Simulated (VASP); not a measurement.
Input:

```yaml
crystal:
  lattice:
    - [3.86779, 0.00000, 0.00000]
    - [0.00000, 3.86779, 0.00000]
    - [0.00000, 0.00000, 5.05264]
  atoms:
    - { symbol: Sn, position: [0.50000, 0.00000, 0.76982] }
    - { symbol: Sn, position: [0.00000, 0.50000, 0.23018] }
    - { symbol: O, position: [0.50000, 0.50000, 0.00000] }
    - { symbol: O, position: [0.00000, 0.00000, 0.00000] }
```

Method: PBE GGA, VASP's PBE PAW potentials (set 64) (plane waves; VASP). Run with 620 eV cut-off, 6×6×5 Γ-centred mesh, Gaussian smearing of 0.050 eV, potentials Sn_d O.

Without a dispersion term in the relaxation, distances and binding between the weakly bound layers, chains or molecules are unreliable, and so is what depends on them. Unless said otherwise, spin-orbit coupling is left out, though it shifts the bands of the heavy elements here.

Q: Predict the energy per atom (σ→0), band gap (on the k-mesh) with the smallest direct gap where there is one.

A: 
```json
{
  "band gap (on the k-mesh)": "0.46 eV",
  "smallest direct gap (on the k-mesh)": "1.92 eV",
  "energy per atom (σ→0)": "-5683 meV/atom"
}
```

The compound is SnO in the litharge structure. It was relaxed first, which changed the volume by +8 %.
